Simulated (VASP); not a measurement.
Here is the system:

```xyz
2
Lattice="0.0000 2.7671 2.7671 2.7671 0.0000 2.7671 2.7671 2.7671 0.0000" Properties=species:S:1:pos:R:3 pbc="T T T"
Mg     0.0000     0.0000     0.0000
Se     2.7671     2.7671     2.7671
```

The numbers are results of HSE06 screened hybrid, VASP's PBE PAW potentials (set 64) (plane waves; VASP), not measurements. Settings: 300 eV cut-off, 5×5×5 Γ-centred mesh, Fermi-Dirac smearing of 0.050 eV, potentials Mg Se.

Q: What does the run give for the energy per atom (σ→0), pressure?

A: 
```yaml
energy per atom (σ→0): -4.379 eV/atom
pressure: -2.54 GPa
```

Only differences to runs with the same potentials and settings are physical.

The structure comes from a computed database's MgSe entry; how it stands against other phases isn't given here. The cell was not relaxed at this level.
